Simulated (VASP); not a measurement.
# TiNbSbC with LDA: from relaxation to properties, part 2 of 4

Wanted: the relaxed cell of TiNbSbC and its properties. The cell is invented: it takes the structure of a Materials Project entry for HfNbCN (space group 160 there), with some of its atoms replaced by other elements, volume scaled by an estimate. It may not be a known or stable phase.

VASP 6.6.1; LDA; plane waves and PAW (Sb, Nb_sv, Ti_sv, C); invented cell.

Still holding for the runs below: The k-mesh is coarse for a metal.

So far: The starting structure; Rough relaxation of the start cell.

**2. Rough relaxation of the start cell (continued)**

The steps of the relaxation:

| step | energy less that of the first step (eV) | largest force (eV/Å) | pressure (GPa) | volume (Å³) |
| --- | --- | --- | --- | --- |
| 1 | 0.0000 | 7.3299 | 2.46 | 62.96 |
| 2 | -2.9118 | 3.2613 | -13.55 | 65.19 |
| 3 | -3.1653 | 1.8365 | -13.90 | 65.98 |
| 4 | -2.0373 | 9.4791 | 48.55 | 53.11 |
| 5 | -3.8030 | 2.5185 | 3.29 | 60.40 |
| 6 | -4.4210 | 0.6566 | 0.25 | 60.20 |
| 7 | -4.4540 | 0.2430 | 0.20 | 60.05 |
| 8 | -4.4547 | 0.2799 | 0.26 | 60.03 |
| 9 | -4.4589 | 0.0774 | -0.67 | 60.24 |
| 10 | -4.4590 | 0.0824 | -0.73 | 60.23 |
| 11 | -4.4589 | 0.1133 | 0.88 | 59.72 |
| 12 | -4.4599 | 0.0847 | 0.16 | 59.99 |
| 13 | -4.4603 | 0.0177 | 0.02 | 60.02 |

| cell as run | before | after | change |
| --- | --- | --- | --- |
| a (Å) | 6.159 | 6.877 | +11.7 % |
| b (Å) | 6.159 | 6.877 | +11.7 % |
| c (Å) | 6.159 | 6.877 | +11.7 % |
| α (°) | 33.37 | 27.21 | -18.5 % |
| β (°) | 33.37 | 27.21 | -18.5 % |
| γ (°) | 33.37 | 27.21 | -18.5 % |
| volume (Å³/atom) | 15.74 | 15.00 | -4.7 % |

The atoms that moved most (Å, as changes of fractional coordinates times the final cell):

| atom | dx | dy | dz | length |
| --- | --- | --- | --- | --- |
| Ti3 | 0.000 | 0.000 | -0.578 | 0.578 |
| Nb2 | 0.000 | 0.000 | 0.533 | 0.533 |
| C4 | 0.000 | 0.000 | 0.055 | 0.055 |
| Sb1 | 0.000 | 0.000 | -0.009 | 0.009 |

The relaxed structure:

```
Sb Nb Ti C
1.0
     1.61788    0.93408    6.61888
    -1.61788    0.93408    6.61888
     0.00000   -1.86817    6.61888
Sb Nb Ti C
1 1 1 1
Direct
  0.74879 0.74879 0.74879
  0.52986 0.52986 0.52986
  0.96914 0.96914 0.96914
  0.25222 0.25222 0.25222
```

This step gave:

```
electrons                              : 34
bands                                  : 23
irreducible k-points                   : 19
symmetry operations                    : 6
free energy (TOTEN)                    : -37.29 eV
energy at zero smearing                : -37.28 eV
Fermi energy                           : 11.01 eV
pressure                               : 0.01646 GPa
metallic, judged on the points sampled : yes
SCF cycles over all ionic steps        : 478
```

It ends with a largest force of 0.018 eV/Å and a pressure of 0.02 GPa.

**3. Relaxing cell and atoms (LDA)**

Properties are meant for the cell that this level of theory prefers, so cell and atoms are relaxed first (ISIF = 3) until forces and stress are small; EDIFFG sets the threshold.

Contents of INCAR:

```
SYSTEM = TiNbSbC
PREC = Accurate
ENCUT = 520
EDIFF = 1E-06
NELM = 100
ISMEAR = -1
SIGMA = 0.05
LREAL = .FALSE.
ALGO = Normal
GGA = CA
NBANDS = 23
LORBIT = 11
LWAVE = .FALSE.
LCHARG = .FALSE.
KPAR = 2
IBRION = 2
NSW = 60
ISIF = 3
EDIFFG = -0.01
```

Contents of POSCAR:

```
TiNbSbC
1.0
    1.6178798936      0.9340828814      6.6188828815
   -1.6178798936      0.9340828814      6.6188828815
    0.0000000000     -1.8681668088      6.6188829043
Sb Nb Ti C
1 1 1 1
Direct
    0.7487884071      0.7487884071      0.7487884071
    0.5298555171      0.5298555171      0.5298555167
    0.9691382598      0.9691382598      0.9691382603
    0.2522178159      0.2522178159      0.2522178159
```

Contents of KPOINTS:

```
Automatic mesh
0
Gamma
7 7 7
0 0 0
```

PAW data sets: Sb, Nb_sv, Ti_sv and C (LDA family, release 64).

Launch:

```bash
$ mpirun -np 2 vasp_std
```

Output:

```text
[... set-up lines as in an earlier step ...]
 entering main loop
       N       E                     dE             d eps       ncg     rms          rms(c)
DAV:   1     0.389305274802E+03    0.38931E+03   -0.16116E+04  2024   0.156E+03
DAV:   2    -0.122218258011E+00   -0.38943E+03   -0.37366E+03  2411   0.537E+02
DAV:   3    -0.407289524623E+02   -0.40607E+02   -0.39700E+02  3450   0.142E+02
DAV:   4    -0.436436928903E+02   -0.29147E+01   -0.28987E+01  2927   0.343E+01
DAV:   5    -0.438142816497E+02   -0.17059E+00   -0.17048E+00  3272   0.854E+00    0.188E+01
DAV:   6    -0.378757466977E+02    0.59385E+01   -0.48100E+01  3077   0.547E+01    0.835E+00
DAV:   7    -0.382421377565E+02   -0.36639E+00   -0.19694E+01  3024   0.334E+01    0.689E+00
DAV:   8    -0.372511275571E+02    0.99101E+00   -0.35253E+00  3272   0.191E+01    0.338E+00
DAV:   9    -0.372256287072E+02    0.25499E-01   -0.79373E-01  2868   0.718E+00    0.144E+00
DAV:  10    -0.372048404151E+02    0.20788E-01   -0.12719E-01  2991   0.299E+00    0.648E-01
DAV:  11    -0.372024720095E+02    0.23684E-02   -0.28385E-02  3344   0.121E+00    0.254E-01
DAV:  12    -0.372028605566E+02   -0.38855E-03   -0.25475E-03  2376   0.440E-01    0.923E-02
DAV:  13    -0.372027394992E+02    0.12106E-03   -0.55973E-04  3089   0.199E-01    0.332E-02
DAV:  14    -0.372027398059E+02   -0.30668E-06   -0.37332E-05  3118   0.452E-02    0.176E-02
DAV:  15    -0.372027392523E+02    0.55360E-06   -0.10181E-05  2926   0.280E-02    0.555E-03
DAV:  16    -0.372027390548E+02    0.19750E-06   -0.90518E-07  1650   0.821E-03
   1 F= -.37202739E+02 E0= -.37190910E+02  d E =-.372027E+02
 curvature:   0.00 expect dE= 0.000E+00 dE for cont linesearch  0.000E+00
 trial: gam= 0.00000 g(F)=  0.284E-02 g(S)=  0.116E-02 ort = 0.000E+00 (trialstep = 0.100E+01)
 search vector abs. value=  0.400E-02
 bond charge predicted
       N       E                     dE             d eps       ncg     rms          rms(c)
DAV:   1    -0.372091142985E+02   -0.63750E-02   -0.79353E-01  3036   0.110E+01    0.862E-01
DAV:   2    -0.372052823641E+02    0.38319E-02   -0.94427E-02  2164   0.302E+00    0.307E-01
DAV:   3    -0.372051369800E+02    0.14538E-03   -0.28997E-02  3587   0.143E+00    0.311E-01
DAV:   4    -0.372034057632E+02    0.17312E-02   -0.99967E-03  3416   0.769E-01    0.728E-02
DAV:   5    -0.372034738068E+02   -0.68044E-04   -0.10437E-03  3460   0.201E-01    0.513E-02
DAV:   6    -0.372035601174E+02   -0.86311E-04   -0.18168E-04  3585   0.747E-02    0.454E-02
DAV:   7    -0.372036314513E+02   -0.71334E-04   -0.84225E-05  3074   0.583E-02    0.130E-02
DAV:   8    -0.372036473881E+02   -0.15937E-04   -0.61494E-05  3633   0.436E-02    0.545E-03
DAV:   9    -0.372036476180E+02   -0.22991E-06   -0.24389E-06  2323   0.127E-02
   2 F= -.37203648E+02 E0= -.37191764E+02  d E =-.908563E-03
[... from here on, the cycles between the ionic steps are left out ...]
   3 F= -.37204027E+02 E0= -.37192131E+02  d E =-.128829E-02
   4 F= -.37205208E+02 E0= -.37193539E+02  d E =-.118071E-02
   5 F= -.37205223E+02 E0= -.37193592E+02  d E =-.119560E-02
   6 F= -.37205392E+02 E0= -.37193684E+02  d E =-.168762E-03
   7 F= -.37205411E+02 E0= -.37193661E+02  d E =-.188000E-03
   8 F= -.37205455E+02 E0= -.37193622E+02  d E =-.440441E-04
   9 F= -.37205468E+02 E0= -.37193660E+02  d E =-.565691E-04
  10 F= -.37205468E+02 E0= -.37193671E+02  d E =-.570637E-04
  11 F= -.37205451E+02 E0= -.37193676E+02  d E =-.398748E-04
  12 F= -.37205465E+02 E0= -.37193672E+02  d E =-.538601E-04
  13 F= -.37205467E+02 E0= -.37193666E+02  d E =-.560431E-04
  14 F= -.37205467E+02 E0= -.37193666E+02  d E =-.561447E-04
 curvature:  -0.01 expect dE=-0.286E-06 dE for cont linesearch -0.517E-07
 ZBRENT: accuracy reached
 trial: gam=-0.11537 g(F)=  0.204E-04 g(S)=  0.827E-05 ort = 0.469E-04 (trialstep = 0.675E+00)
 search vector abs. value=  0.235E-04
 bond charge predicted
       N       E                     dE             d eps       ncg     rms          rms(c)
DAV:   1    -0.372054716575E+02   -0.43024E-05   -0.14827E-03  2511   0.521E-01    0.212E-02
DAV:   2    -0.372054781096E+02   -0.64521E-05   -0.15768E-04  2238   0.116E-01    0.118E-02
DAV:   3    -0.372054774430E+02    0.66658E-06   -0.26602E-05  3142   0.464E-02    0.822E-03
DAV:   4    -0.372054763033E+02    0.11397E-05   -0.65568E-06  2473   0.211E-02    0.299E-03
DAV:   5    -0.372054763518E+02   -0.48449E-07   -0.12019E-06  1574   0.822E-03
  15 F= -.37205476E+02 E0= -.37193696E+02  d E =-.926326E-05
 trial-energy change:   -0.000009  1 .order   -0.000010   -0.000016   -0.000005
 step:   0.9599(harm=  0.9599)  dis= 0.00077  next Energy=   -37.205478 (dE=-0.112E-04)
 reached required accuracy - stopping structural energy minimisation
```

It took 20 min on 2 MPI ranks of Intel Xeon 6975P-C (Granite Rapids), shared host; peak memory 0.75 GiB; 39 min of CPU time.

From OUTCAR (step 3):

```text
  LATTYP: Found a trigonal (rhomboedric) cell.
 ALAT       =     6.8774745931
 COS(alpha) =     0.8893211694

The static configuration has the point symmetry C_3v.

 Found     44 irreducible k-points:

   k-points           NKPTS =     44   k-points in BZ     NKDIM =     44   number of bands    NBANDS=     23

   dimension x,y,z NGX =    54 NGY =   54 NGZ =   54
   dimension x,y,z NGXF=   108 NGYF=  108 NGZF=  108

   ENCUT  =  520.0 eV  38.22 Ry    6.18 a.u.  12.79 12.79 12.79*2*pi/ulx,y,z

   NELECT =      34.0000    total number of electrons

 E-fermi :  10.9907

 k-point     1 :       0.0000    0.0000    0.0000
  band No.  band energies     occupation
    ...
     12       7.1184      2.00000
     13       7.1184      2.00000
     14       7.6952      2.00000
     15      10.6491      1.99785
     16      10.6491      1.99785
     17      11.3917      0.00066
     18      12.1867      0.00000
     19      12.1867      0.00000
     20      13.3826      0.00000
     21      13.3826      0.00000
    ...

 k-point     2 :       0.1429    0.0000   -0.0000
  band No.  band energies     occupation
    ...
     13       7.2615      2.00000
     14       7.8562      2.00000
     15      10.1136      2.00000
     16      10.7499      1.98396
     17      10.8958      1.73950
     18      11.4863      0.00010
     19      12.1875      0.00000
     20      13.3139      0.00000
     21      13.5090      0.00000
     22      14.1139      0.00000
    ...

  Total       -0.0067068     -0.0067068      0.0098904      0.0000000     -0.0000000     -0.0000000
  in kB       -0.1792523     -0.1792523      0.2643395      0.0000000     -0.0000000     -0.0000000
  external PRESSURE =      -0.0313884 kB  Pullay stress =       0.0000000 kB

  energy-cutoff  :      520.00
  volume of cell :       59.95
      direct lattice vectors                 reciprocal lattice vectors
     1.612437025  0.930940441  6.655869559     0.310089630  0.179030362  0.050081119
    -1.612437025  0.930940441  6.655869559    -0.310089630  0.179030362  0.050081119
     0.000000000 -1.861881930  6.655869583     0.000000000 -0.358060724  0.050081091

 POSITION                                       TOTAL-FORCE (eV/Angst)
 -----------------------------------------------------------------------------------
      0.00000     -0.00000     14.95393        -0.000000      0.000000     -0.001026
      0.00000     -0.00000     10.56502        -0.000000      0.000000     -0.002333
      0.00000     -0.00000     19.35700        -0.000000      0.000000     -0.003032
      0.00000     -0.00000      5.04307         0.000000     -0.000000      0.006391
 -----------------------------------------------------------------------------------
    total drift:                                0.000000      0.000001     -0.000446

  FREE ENERGIE OF THE ION-ELECTRON SYSTEM (eV)
  ---------------------------------------------------
  free  energy   TOTEN  =       -37.2054763518 eV

  energy  without entropy=      -37.1819160570  energy(sigma->0) =      -37.19369620

 total charge
# of ion       s       p       d       tot
------------------------------------------
    1        1.160   1.328   0.064   2.551
    2        2.173   6.038   2.564  10.775
    3        2.193   6.185   2.063  10.440
    4        0.877   1.549   0.000   2.426
--------------------------------------------------
tot          6.402  15.099   4.691  26.192

[... 2 parts as in an earlier step ...]

[... 7 further parts left out ...]
```

CONTCAR:

```
TiNbSbC
   1.00000000000000
     1.6124370251884890    0.9309404409101124    6.6558695594096484
    -1.6124370251884890    0.9309404409101124    6.6558695594096484
     0.0000000000000000   -1.8618819295691145    6.6558695830811736
  Sb              Nb              Ti              C
     1     1     1     1
Direct
     0.7489092421291585    0.7489092421291585    0.7489092421291802
     0.5291078402208463    0.5291078402208463    0.5291078398207286
     0.9694202319883595    0.9694202319883595    0.9694202324884095
     0.2525626855616412    0.2525626855616412    0.2525626855616886
```

Relaxation path:

| step | energy less that of the first step (eV) | largest force (eV/Å) | pressure (GPa) | volume (Å³) |
| --- | --- | --- | --- | --- |
| 1 | 0.0000 | 0.2075 | 0.42 | 60.02 |
| 2 | -0.0009 | 0.0410 | -1.07 | 60.36 |
| 3 | -0.0013 | 0.0697 | -0.56 | 60.24 |
| 4 | -0.0025 | 0.0156 | -0.09 | 59.99 |
| 5 | -0.0025 | 0.0290 | -0.04 | 59.95 |
| 6 | -0.0027 | 0.0126 | 0.11 | 59.91 |
| 7 | -0.0027 | 0.0161 | 0.19 | 59.89 |
| 8 | -0.0027 | 0.0176 | -0.10 | 59.97 |
| 9 | -0.0027 | 0.0172 | -0.03 | 59.94 |
| 10 | -0.0027 | 0.0159 | -0.05 | 59.94 |
| 11 | -0.0027 | 0.0166 | 0.08 | 59.91 |
| 12 | -0.0027 | 0.0172 | 0.06 | 59.93 |
| 13 | -0.0027 | 0.0177 | 0.06 | 59.94 |
| 14 | -0.0027 | 0.0169 | 0.03 | 59.94 |
| 15 | -0.0027 | 0.0064 | 0.00 | 59.95 |

| conventional cell, symmetrised | before | after | change |
| --- | --- | --- | --- |
| a (Å) | 3.236 | 3.225 | -0.3 % |
| b (Å) | 3.236 | 3.225 | -0.3 % |
| c (Å) | 19.857 | 19.968 | +0.6 % |
| volume (Å³/atom) | 15.00 | 14.99 | -0.1 % |

The atoms that moved most (Å, as changes of fractional coordinates times the final cell):

| atom | dx | dy | dz | length |
| --- | --- | --- | --- | --- |
| Nb2 | 0.000 | 0.000 | -0.015 | 0.015 |
| C4 | 0.000 | 0.000 | 0.007 | 0.007 |
| Ti3 | 0.000 | 0.000 | 0.006 | 0.006 |

Final coordinates:

```xyz
4
Lattice="1.6124 0.9309 6.6559 -1.6124 0.9309 6.6559 0.0000 -1.8619 6.6559" Properties=species:S:1:pos:R:3 pbc="T T T"
Sb    0.0000    0.0000   14.9539
Nb    0.0000    0.0000   10.5650
Ti    0.0000    0.0000   19.3570
C     0.0000    0.0000    5.0431
```

Numbers from this step:

* irreducible k-points: 44
* free energy (TOTEN): -37.21 eV
* energy at zero smearing: -37.19 eV
* Fermi energy: 10.99 eV
* pressure: -0.003139 GPa
* SCF cycles over all ionic steps: 99

It ends with a largest force of 0.006 eV/Å and a pressure of 0.00 GPa.

(Part 2 of 4 ends here.)

[Lines on the potential files, build, host, timing and source positions are cut from VASP's logs without a mark.]

[Logs are printed without paths, hosts, clocks, repeated set-up lines and the standing remarks that a program may print on its own settings, such as how far it seeks lower states.]

[Hosts, paths, dates, database ids (printed as entryN), source tags and the programs' standing remarks are cut or masked in the printed files.]

[A measured line is paired with the nearest computed mode of its activity, which favours agreement.]

[In band tables of VASP the shares of atoms and orbitals are scaled to a sum of 1 inside the atoms' spheres.]
